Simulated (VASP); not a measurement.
In3Ga5As8:

```
CELL_PARAMETERS angstrom
0.00000 5.80490 5.80490
5.80490 0.00000 5.80490
5.80490 5.80490 0.00000
ATOMIC_POSITIONS crystal
In 0.00000 0.00000 0.00000
In 0.50000 0.50000 0.00000
In 0.50000 0.50000 0.50000
Ga 0.00000 0.00000 0.50000
Ga 0.00000 0.50000 0.00000
Ga 0.00000 0.50000 0.50000
Ga 0.50000 0.00000 0.00000
Ga 0.50000 0.00000 0.50000
As 0.12500 0.12500 0.12500
As 0.12500 0.12500 0.62500
As 0.12500 0.62500 0.12500
As 0.12500 0.62500 0.62500
As 0.62500 0.12500 0.12500
As 0.62500 0.12500 0.62500
As 0.62500 0.62500 0.12500
As 0.62500 0.62500 0.62500
```

The cell comes from a database or a generator and needn't be the stable form of this composition.

| Item | Value |
| --- | --- |
| Program | VASP 6.6.1 |
| Task | relaxation of cell and atoms |
| Functional | PBEsol |
| Potentials or basis | VASP PAW PBE potentials, release 64 (In_d, Ga_d, As) |
| Cutoff | 520 eV |
| k mesh | 4 × 4 × 4 |
| Occupations | gaussian, width 0.03 eV |
| Spin | no spin polarisation |

At the start: pressure 1.5 GPa; volume 24.45 Å³/atom.

Problem. Where does the relaxation end?

Solution. Over 9 steps the energy falls by 37.0 meV/atom and the volume is 24.73 Å³/atom (+1.2 %); space group I-4m2 (No. 119, to 0.05 Å).

The path:
```csv
step,energy change (eV),largest force (eV/Å),pressure (GPa),volume (Å³)
1,0.0000,1.4762,1.50,391.21
2,-0.4899,0.5088,-1.12,404.32
3,-0.5053,0.3256,-1.56,407.11
4,-0.5899,0.0790,0.19,394.71
5,-0.5904,0.0821,0.05,395.60
6,-0.5919,0.0313,0.05,395.81
7,-0.5921,0.0357,-0.01,396.05
8,-0.5922,0.0214,-0.03,395.97
9,-0.5924,0.0061,0.01,395.71
```

Final structure:
```
In Ga As
1.0
     0.00000    5.81910    5.84305
     5.81910    0.00000    5.84305
     5.81910    5.81910    0.00000
In Ga As
3 5 8
Direct
  0.00059 0.00059 0.99941
  0.50000 0.50000 0.00000
  0.49941 0.49941 0.50059
  0.00000 0.00000 0.50000
  0.00014 0.49986 0.99986
  0.00014 0.49986 0.50014
  0.49986 0.00014 0.99986
  0.49986 0.00014 0.50014
  0.12976 0.12976 0.12960
  0.12976 0.12976 0.61089
  0.11481 0.61505 0.13507
  0.11089 0.62960 0.62976
  0.61505 0.11481 0.13507
  0.62960 0.11089 0.62976
  0.63507 0.63507 0.11505
  0.63507 0.63507 0.61481
```

Caveat: the PAW data sets were made with another functional, which shifts forces and pressure a little.
